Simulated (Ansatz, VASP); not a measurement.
## Zn (Zinc) in two plane-wave programs

Wanted: the spread between two codes on one cell, functional and k mesh. The cell is taken from a series of runs on this material, whose earlier steps may have relaxed, scaled, displaced or heated it; both programs get it as it stands.

Method: plane waves, with VASP 6.6.1 beside it; zone-centre phonons at PBEsol, in Ansatz 0.2.0.

## Step 1: The structure

It takes space group P6_3/mmc (No. 194, hexagonal). The conventional cell has a = 2.590 Å, b = 2.590 Å, c = 4.913 Å, α = 90.00°, β = 90.00°, γ = 120.00°. Nearest to Zn lie 12 Zn at 2.59 to 2.88 Å.

## Step 2: Ansatz: zone-centre phonons, PBEsol

Ansatz runs on its PAW soft_1 files.

Second derivatives magnify differences that forces hide, and they need a tight electronic threshold.

Input file input.yaml:

```yaml
crystal:
  lattice:
    - [2.5903595845, 0.0, 0.0]
    - [-1.2951797922, 2.2433172051, 0.0]
    - [0.0, 0.0, 4.9129681925]
  atoms:
    - { symbol: Zn, position: [0.3333333333, 0.6666666667, 0.25] }
    - { symbol: Zn, position: [0.6666666667, 0.3333333333, 0.75] }
kpoints:
  mp_grid: { grid: [21, 21, 10] }
hamiltonian:
  xc: pbesol
  pseudopotentials: { kind: paw, azcp: { folder: soft_1 }, xc_functional: pbe }
scf:
  occupations: { method: methfessel_paxton, width: 0.2 }
output:
  eigenvalues: true
phonons:
  method: dfpt
```

The run is started by

```sh
$ ansatz run input.yaml --threads 4 --pin off --max-ram 8192MiB --backend cpu --events-out ev --progress --plain --runs-dir out
```

Numbers of over 12 decimals in the logs are rounded to 6 here.

What it wrote:

```text
zone centre: on kpoints.mp_grid the ground state, and the responses unless they are solved on pairs of k-points, stand on 726 of the mesh's 4410 k-points, reduced under 4 symmetry operations, with k and −k counted as one. Each operation leaves every solved displacement unchanged or reverses it
Engine: ansatz 0.2.0, x86_64-unknown-linux-gnu
Pseudopotentials: kind: paw
Pseudopotential: Zn, paw, valence charge 12, recommended cutoff 420 eV (normal), soft_1/Zn.paw.azcp
Functional definition: PBEsol
  exchange = pbesol_x
  correlation = pbesol_c
Crystal: 2 atoms, lattice volume = 28.549 Å³
Basis set: ecut = 420 eV, 563 PW (Γ), exchange–correlation on 36×36×72 points (8 copies of the dense FFT grid, shifted against one another)
Bands: 16, of which v1, the nominal top of the filled ones, is band 12 counted from 1 (11 counted from 0)
Symmetry: 24 space group operations
k-points: 726 of 4410 (irreducible under 4 space group operations, time reversal used)
Non-local potential: Zn, projectors of the file, l = 0: 2, l = 1: 2, l = 2: 3, l = 3: 1
PAW form: soft (Blöchl's): semilocal exchange-correlation on the pseudo side does not see the compensation charge
PAW frozen core: Zn, regenerated for the run's functional, and the local potential with it (the file was generated under x = pbe(κ = 0.804, μ = 0.219515), c = pbe(β = 0.066725))
PAW one-centre angular grid: Zn, 590 points (default); XC on 64 Gauss nodes
Initial density: superposition of atomic densities (chi_scale 0.1, normalization cell)
Initial wavefunctions: pseudopotential atomic-orbital guess
Functional: x = pbesol(κ = 0.804, μ = 0.123457), c = pbesol(β = 0.046)
SCF iter   1: F=—  HF=-6562.121591 eV  |F-HF|=—  |Δ(HF+E_count)|=         —  Δρ=6.92e-2  dr2=1.02e0  ethr=3.10e-3  ⟨swp⟩=5.7  Hψ=68662  notcnv=0
preconditioner: auto → none  [metal: Δε(μ)=0.045 eV  Ē_g=12.751 eV  σ=0.200 eV  W_gap=0.19  n_scr=4 (ndim 8)  ℏωp=34.0 eV  f_vac=0.000  D(μ)=0.33/eV (n_scr^D=2)  sad-step TF]
SCF iter   2: F=—  HF=-6561.869165 eV  |F-HF|=—  |Δ(HF+E_count)|=   2.52e-1  S|Δr|=    0.00e0  Δρ=2.46e-2  dr2=8.28e-2  ethr=3.10e-3  ⟨swp⟩=2.0  Hψ=28718  notcnv=0  defer=7
SCF iter   3: F=—  HF=-6561.816225 eV  |F-HF|=—  |Δ(HF+E_count)|=   5.29e-2  S|Δr|=    0.00e0  Δρ=1.10e-2  dr2=2.45e-2  ethr=3.45e-4  ⟨swp⟩=2.0  Hψ=26791  notcnv=0  defer=7
SCF iter   4: F=—  HF=-6561.813870 eV  |F-HF|=—  |Δ(HF+E_count)|=   2.35e-3  S|Δr|=    0.00e0  Δρ=5.21e-3  dr2=2.30e-3  ethr=1.02e-4  ⟨swp⟩=2.1  Hψ=18651  notcnv=0  defer=7
SCF iter   5: F=—  HF=-6561.814839 eV  |F-HF|=—  |Δ(HF+E_count)|=   9.68e-4  S|Δr|=    0.00e0  Δρ=6.14e-4  dr2=3.27e-5  ethr=9.59e-6  ⟨swp⟩=2.0  Hψ=20168  notcnv=0  defer=7
SCF iter   6: F=—  HF=-6561.814849 eV  |F-HF|=—  |Δ(HF+E_count)|=   9.90e-6  S|Δr|=    0.00e0  Δρ=6.08e-5  dr2=3.72e-7  ethr=1.36e-7  ⟨swp⟩=2.0  Hψ=20298  notcnv=0  defer=7
SCF iter   7: F=—  HF=-6561.814849 eV  |F-HF|=—  |Δ(HF+E_count)|=   1.77e-7  S|Δr|=    0.00e0  Δρ=2.59e-6  dr2=8.13e-10  ethr=1.55e-9  ⟨swp⟩=2.0  Hψ=19834  notcnv=0  defer=7
SCF iter   8: F=-6561.814849 eV  HF=-6561.814849 eV  |F-HF|=1.82e-12  |Δ(HF+E_count)|=  9.19e-11  S|Δr|=    0.00e0  Δρ=1.28e-7  dr2=1.79e-12  ethr=1.00e-12  ⟨swp⟩=5.5  Hψ=69930  notcnv=0
the search or the solves at the SCF's close seem to have found levels that the self-consistency loop had missed (the run counts 2). By its estimate they hold under 1e-12 electrons; where the run keeps them, the occupations were computed again with them
SCF 1 converged in 8 iterations: F = -6561.814849 eV  dr2 = 1.79e-12
  greatest PAW one-centre occupation: 0.981 electrons in one spin orbital (limit 2), on the Zn atom at site 1 (counted from 0), in its partial waves of l = 2
DFPT response loops at Γ: preconditioner auto → Kerker (q_TF=auto, 2.650 Å⁻¹) (partly filled bands, converged f_vac=0.000); β = 1.00, the filter's whole step (`scf.mixing.beta` (0.50) is not read by the response loops under this deck's `scf.mixing.preconditioner`; to damp them name `kerker` or `kerker_dos`, under which they read `scf.mixing.beta`, and type it under 1.00, their step now; both keys bind the ground state too); Broyden in place of MSR1
SCF converged after 8 iterations
Stability not checked: this state was not tested for a lower state beside it, because cold or Methfessel-Paxton smearing, or corrected tetrahedra, fill the levels in a way that the test cannot read (fill_not_monotonic; see scf.lower_state_search)
Free energy (F): -6561.814849 eV
Harris-Foulkes:  -6561.814849 eV  (|F-HF|=1.82e-12)
Internal energy: -6561.814895 eV  (E = F + TS)
E sigma→0 (E₀):  -6561.814860 eV
Entropy (-TS):   0.000047 eV (0.023 meV/atom)
Fermi energy:    11.790963 eV
--- Per-component energies (eV) ---
  E_band       = 111.456413
  E_kinetic    = 296.888212
  E_local      = -3442.261794  (includes V_loc(G=0)·N_el)
  E_nonlocal   = 1634.924550
  E_hartree    = 1279.297363
  E_xc         = -157.034563
  E_vxc        = -104.709112  (∫ρ·V_xc dr)
  E_paw        = -3715.463561  (= ΣΔE_a)
  E_vpaw       = -831.979665  (= ΣTr[D̂ρ^β])
  E_aug_tail   = -0.000510  (compensation charges beyond the density's cutoff)
  E_ewald      = -2459.759304
  E_core_change = 1.594712  (= ΣΔE_core)
  E_smearing   = 0.000047  (= −TS)
  E_closure    = -0.000000  (closes the sum)
  Σ components = -6561.814849   (vs F -6561.814849, Δ=0.00e0)
--- Band table (eV; the first three rows and the last of 726) ---
  k-point 0: bands = [... 8 lower, 4.4366, 4.6488, 4.6488, 7.7106, 8.5695, 25.1317, 28.9160, 30.4077]
  k-point 1: bands = [... 8 lower, 4.4436, 4.6450, 4.6450, 6.8489, 9.5687, 24.0313, 30.0564, 30.4700]
  k-point 2: bands = [... 8 lower, 4.4631, 4.6336, 4.6336, 5.8167, 11.0204, 22.0846, 30.6540, 30.6540]
  k-point 725: bands = [... 8 lower, 4.7090, 4.7090, 8.4560, 8.4560, 17.2332, 17.2332, 17.4174, 17.4174]
--- Phonons (Γ-DFPT): 2 representative perturbations + reference, on 726 of 4410 k-points (Σ response iterations 7) ---
  k mesh reduced under 4 symmetry operations, with k and −k counted as one. Each operation leaves every solved displacement unchanged or reverses it
  ASR residual: 2.544e-5 → 0.000e0 eV/Å²; symmetrization residual: 2.066e-10 eV/Å²
  ASR residual per site (eV/Å²): 2.54e-5 2.54e-5
  Γ frequencies (cm⁻¹): 0.00 0.00 0.00 73.04 73.04 141.15
  non-analytic LO–TO correction: not included (Born effective charges unavailable; polar crystals: no LO–TO splitting at Γ)
```

## Step 3: VASP: zone-centre phonons, PBEsol

The same cell, functional, mesh and smearing now go to VASP, with its own data sets.

Lines of VASP's logs that name or quote its potential files are left out, and so is its time.

Input file INCAR:

```
SYSTEM = Zn
PREC = Accurate
ENCUT = 500
EDIFF = 1E-08
NELM = 120
ISMEAR = 1
SIGMA = 0.2
LREAL = .FALSE.
ALGO = Normal
GGA = PS
NBANDS = 18
LORBIT = 11
LWAVE = .FALSE.
LCHARG = .FALSE.
ISIF = 2
IBRION = 8
LASPH = .TRUE.
GGA_COMPAT = .FALSE.
KPAR = 2
```

Input file POSCAR:

```
Zn
1.0
    2.5903595845      0.0000000000      0.0000000000
   -1.2951797922      2.2433172051      0.0000000000
    0.0000000000      0.0000000000      4.9129681925
Zn
2
Direct
    0.3333333333      0.6666666667      0.2500000000
    0.6666666667      0.3333333333      0.7500000000
```

Input file KPOINTS:

```
Automatic mesh
0
Gamma
21 21 10
0 0 0
```

PAW data sets: Zn (PBE family, release 64).

The run is started by

```sh
$ mpirun -np 2 vasp_std
```

What it wrote:

```text
[banner, memory and clock lines left out]
running    2 mpi-ranks, on    1 nodes
 distrk:  each k-point on    1 cores,    2 groups
 distr:  one band on    1 cores,    1 groups

 POSCAR found type information on POSCAR Zn
 POSCAR found :  1 types and       2 ions
|                                                                             |
|               ----> ADVICE to this user running VASP <----                  |
|                                                                             |
|     You enforced a specific xc type in the INCAR file but a different       |
|     [... a line on the potential file left out ...]
|     I HOPE YOU KNOW WHAT YOU ARE DOING!                                     |
|                                                                             |

 LDA part: xc-table for (Slater+PW92), standard interpolation
 POSCAR, INCAR and KPOINTS ok, starting setup
 FFT: planning ... GRIDC
 FFT: planning ... GRID_SOFT
 FFT: planning ... GRID
 WAVECAR not read
 entering main loop
       N       E                     dE             d eps       ncg     rms          rms(c)
DAV:   1     0.103918545255E+03    0.10392E+03   -0.12253E+04 10784   0.209E+03
DAV:   2     0.491213111853E+00   -0.10343E+03   -0.10044E+03 10454   0.292E+02
DAV:   3    -0.348391291407E+01   -0.39751E+01   -0.39610E+01 11622   0.659E+01
DAV:   4    -0.350393574407E+01   -0.20023E-01   -0.20017E-01 11564   0.472E+00
DAV:   5    -0.350396085438E+01   -0.25110E-04   -0.25110E-04 11180   0.148E-01    0.479E+00
DAV:   6    -0.319352012699E+01    0.31044E+00   -0.13170E+00 11162   0.252E+01    0.336E+00
DAV:   7    -0.317792145730E+01    0.15599E-01   -0.47075E-02 13290   0.388E+00    0.175E+00
DAV:   8    -0.317028893177E+01    0.76325E-02   -0.22460E-03 13896   0.722E-01    0.574E-02
DAV:   9    -0.317024727668E+01    0.41655E-04   -0.27141E-04 14018   0.229E-01    0.325E-02
DAV:  10    -0.317025152903E+01   -0.42524E-05   -0.22089E-05 10758   0.431E-02    0.281E-03
DAV:  11    -0.317025138472E+01    0.14431E-06   -0.59096E-07 11582   0.119E-02    0.222E-03
DAV:  12    -0.317025111004E+01    0.27467E-06   -0.12555E-08  8730   0.185E-03    0.532E-04
DAV:  13    -0.317025111795E+01   -0.79108E-08   -0.11928E-08  5766   0.214E-03
   1 F= -.31702511E+01 E0= -.31702600E+01  d E =0.266056E-04
 Linear response reoptimize wavefunctions to high precision
DAV:   1    -0.317025111798E+01   -0.28649E-10   -0.18568E-09  8166   0.365E-04
DAV:   2    -0.317025111799E+01   -0.12733E-10   -0.65487E-11  5566   0.874E-05
 Linear response DOF=           2
 Linear response progress:
  Degree of freedom:   1/  2
       N       E                     dE             d eps       ncg     rms          rms(c)
RMM:   1    -0.200135579233E+00   -0.20014E+00   -0.55200E-03 64987   0.177E+00
RMM:   2    -0.199905958304E+00    0.22962E-03   -0.65587E-04 70374   0.273E-01    0.522E-02
RMM:   3    -0.199458085245E+00    0.44787E-03   -0.41475E-05 84868   0.518E-02    0.297E-02
RMM:   4    -0.198986137114E+00    0.47195E-03   -0.41206E-05 82799   0.503E-02    0.250E-03
RMM:   5    -0.198994576897E+00   -0.84398E-05   -0.45150E-07 87078   0.450E-03    0.134E-03
RMM:   6    -0.198989325799E+00    0.52511E-05   -0.38879E-08 86872   0.137E-03    0.170E-04
RMM:   7    -0.198990371024E+00   -0.10452E-05   -0.70955E-09 87273   0.384E-04    0.386E-05
RMM:   8    -0.198989772724E+00    0.59830E-06   -0.49984E-09 88344   0.125E-04    0.622E-06
RMM:   9    -0.198989652625E+00    0.12010E-06   -0.55550E-09 88010   0.756E-05    0.146E-06
RMM:  10    -0.198989668708E+00   -0.16083E-07   -0.62756E-09 65658   0.598E-05    0.569E-07
RMM:  11    -0.198989680312E+00   -0.11604E-07   -0.56120E-09 66799   0.580E-05    0.153E-07
RMM:  12    -0.198989678862E+00    0.14498E-08   -0.60916E-09 43190   0.561E-05    0.531E-08
 first order change of Fermi-energy  -0.11825E-04
 force on displaced ion       1 direction 1 :  -0.662  -0.000   0.000
 Linear response progress:
  Degree of freedom:   2/  2
       N       E                     dE             d eps       ncg     rms          rms(c)
RMM:   1    -0.225177534970E+00   -0.22518E+00   -0.77001E-03 21964   0.202E+00
RMM:   2    -0.222324528977E+00    0.28530E-02   -0.12226E-03 22086   0.497E-01    0.505E-02
RMM:   3    -0.222291521791E+00    0.33007E-04   -0.11624E-04 27792   0.732E-02    0.293E-02
RMM:   4    -0.222196651581E+00    0.94870E-04   -0.59582E-05 27909   0.330E-02    0.446E-03
RMM:   5    -0.222184856953E+00    0.11795E-04   -0.20296E-05 28598   0.591E-03    0.139E-03
RMM:   6    -0.222183119313E+00    0.17376E-05   -0.57786E-06 28551   0.171E-03    0.290E-04
RMM:   7    -0.222182915911E+00    0.20340E-06   -0.14302E-06 27438   0.561E-04    0.781E-05
RMM:   8    -0.222182352866E+00    0.56305E-06   -0.58869E-07 26514   0.193E-04    0.379E-05
RMM:   9    -0.222181546794E+00    0.80607E-06   -0.18187E-07 28836   0.109E-04    0.453E-06
RMM:  10    -0.222181585951E+00   -0.39157E-07   -0.79322E-08 28613   0.636E-05    0.136E-06
RMM:  11    -0.222181579301E+00    0.66500E-08   -0.35019E-08 21801   0.552E-05    0.452E-07
 first order change of Fermi-energy   0.38256E-04
 force on displaced ion       1 direction 3 :  -0.000   0.000  -2.451
 Linear response finished
```

From OUTCAR (step 3):

```text
ion  position               nearest neighbor table
   1  0.333  0.667  0.250-   2 2.88   2 2.88   2 2.88   2 2.88   2 2.88   2 2.88
   2  0.667  0.333  0.750-   1 2.88   1 2.88   1 2.88   1 2.88   1 2.88   1 2.88

  LATTYP: Found a hexagonal cell.
 ALAT       =     2.5903595845
 C/A-ratio  =     1.8966355953

 Subroutine GETGRP returns: Found 24 space group operations
 (whereof 12 operations were pure point group operations)

The static configuration has the point symmetry D_3d.
 The point group associated with its full space group is D_6h.

 Found    288 irreducible k-points:

   k-points           NKPTS =    288   k-points in BZ     NKDIM =    288   number of bands    NBANDS=     18

   dimension x,y,z NGX =    20 NGY =   20 NGZ =   36
   dimension x,y,z NGXF=    40 NGYF=   40 NGZF=   72

   ENCUT  =  500.0 eV  36.75 Ry    6.06 a.u.   4.72  4.72  8.96*2*pi/ulx,y,z

   NELECT =      24.0000    total number of electrons

 k-points in reciprocal lattice and weights: Automatic mesh
   0.00000000  0.00000000  0.00000000       0.000
   0.04761905  0.00000000  0.00000000       0.001
   0.09523810 -0.00000000  0.00000000       0.001
   0.14285714 -0.00000000  0.00000000       0.001
   0.19047619 -0.00000000  0.00000000       0.001
   0.23809524  0.00000000  0.00000000       0.001
   0.28571429 -0.00000000  0.00000000       0.001
   0.33333333 -0.00000000  0.00000000       0.001
   0.38095238 -0.00000000  0.00000000       0.001
[...]
0.33333333  0.28571429  0.50000000       0.003
   0.33333333  0.33333333  0.50000000       0.000

 average (electrostatic) potential at core
       1 -36.4368       2 -36.4368

  Total        0.1045024      0.1045024      0.0463709      0.0000000     -0.0000000      0.0000000
  in kB        5.8646525      5.8646525      2.6023230      0.0000000     -0.0000000      0.0000000
  external PRESSURE =       4.7772094 kB  Pullay stress =       0.0000000 kB

  energy-cutoff  :      500.00
  volume of cell :       28.55
      direct lattice vectors                 reciprocal lattice vectors
     2.590359584  0.000000000  0.000000000     0.386046789  0.222884218  0.000000000
    -1.295179792  2.243317205  0.000000000     0.000000000  0.445768435  0.000000000
     0.000000000  0.000000000  4.912968193     0.000000000  0.000000000  0.203542942

 POSITION                                       TOTAL-FORCE (eV/Angst)
 -----------------------------------------------------------------------------------
     -0.00000      1.49554      1.22824        -0.000000     -0.000000      0.000000
      1.29518      0.74777      3.68473         0.000000      0.000000      0.000000
 -----------------------------------------------------------------------------------
    total drift:                                0.000000     -0.000000      0.000000

 Eigenvectors and eigenvalues of the dynamical matrix
 ----------------------------------------------------

   1 f  =    4.280293 THz    26.893875 2PiTHz  142.775213 cm-1    17.701862 meV
             X         Y         Z           dx          dy          dz
     -0.000000  1.495545  1.228242     0.000000    0.000000   -0.707107
      1.295180  0.747772  3.684726     0.000000    0.000000    0.707107

   2 f  =    2.224927 THz    13.979628 2PiTHz   74.215574 cm-1     9.201554 meV
             X         Y         Z           dx          dy          dz
     -0.000000  1.495545  1.228242     0.561409    0.429906    0.000000
      1.295180  0.747772  3.684726    -0.561409   -0.429906    0.000000

   3 f  =    2.224927 THz    13.979628 2PiTHz   74.215574 cm-1     9.201554 meV
             X         Y         Z           dx          dy          dz
     -0.000000  1.495545  1.228242    -0.429906    0.561409    0.000000
      1.295180  0.747772  3.684726     0.429906   -0.561409    0.000000

   4 f  =    0.000000 THz     0.000000 2PiTHz    0.000001 cm-1     0.000000 meV
             X         Y         Z           dx          dy          dz
     -0.000000  1.495545  1.228242    -0.395540    0.586130    0.000000
      1.295180  0.747772  3.684726    -0.395540    0.586130    0.000000

   5 f  =    0.000000 THz     0.000000 2PiTHz    0.000001 cm-1     0.000000 meV
             X         Y         Z           dx          dy          dz
     -0.000000  1.495545  1.228242    -0.586130   -0.395540    0.000000
      1.295180  0.747772  3.684726    -0.586130   -0.395540    0.000000

   6 f  =    0.000000 THz     0.000000 2PiTHz    0.000000 cm-1     0.000000 meV
             X         Y         Z           dx          dy          dz
     -0.000000  1.495545  1.228242     0.000000    0.000000    0.707107
      1.295180  0.747772  3.684726     0.000000    0.000000    0.707107

 ELASTIC MODULI CONTR FROM IONIC RELAXATION (kBar)
 Direction    XX          YY          ZZ          XY          YZ          ZX
 --------------------------------------------------------------------------------
 XX          -0.9836      0.9836     -0.0000     -0.0000      0.0000      0.0000
 YY           0.9836     -0.9836     -0.0000     -0.0000      0.0000      0.0000
 ZZ          -0.0000     -0.0000     -0.0000     -0.0000      0.0000      0.0000
 XY          -0.0000     -0.0000     -0.0000     -0.9836      0.0000      0.0000
 YZ           0.0000      0.0000      0.0000      0.0000      0.0000      0.0000
 ZX           0.0000      0.0000      0.0000      0.0000      0.0000     -0.0000
 --------------------------------------------------------------------------------
```

## Step 4: Side by side

Known differences besides the potentials themselves: the cutoff is 420 eV in Ansatz and 500 eV in VASP; Ansatz makes its cores anew for this functional, VASP keeps those of its PBE data sets. Total energies have different zeros and are not compared.

Compared:

```
                  quantity  Ansatz   VASP  difference
optical mode 1 to 2 (cm⁻¹)    73.0   74.2     -1.58 %
     optical mode 3 (cm⁻¹)   141.2  142.8     -1.14 %
```

Modes are paired by rising frequency, not by their patterns, so a pair may set unlike modes beside each other; they are those without the splitting of longitudinal modes.

## Step 5: Outcome

```yaml
r_m_s_difference_of_the_optical_zone_centre_modes_each_program_s_sorted_by_frequency_zone_centre_phonons_pbesol: 1.3 cm⁻¹
difference_in_optical_mode_1_to_2_zone_centre_phonons_pbesol: -1.6 %
```

What this shows: The r.m.s. difference of the optical zone-centre modes, each program's sorted by frequency is 1.3 cm⁻¹ (zone-centre phonons, PBEsol). Among the rows given in per cent, the largest difference of the zone-centre phonons, PBEsol pair is in optical mode 1 to 2, -1.6 %. How closely two codes agree says nothing of how well the functional describes the real material.

[Lines on the potential files, build, host, timing and source positions are cut from VASP's logs without a mark.]

[Logs are printed without paths, hosts, clocks, repeated set-up lines and the standing remarks that a program may print on its own settings, such as how far it seeks lower states.]

[Hosts, paths, dates, database ids (printed as entryN), source tags and the programs' standing remarks are cut or masked in the printed files.]
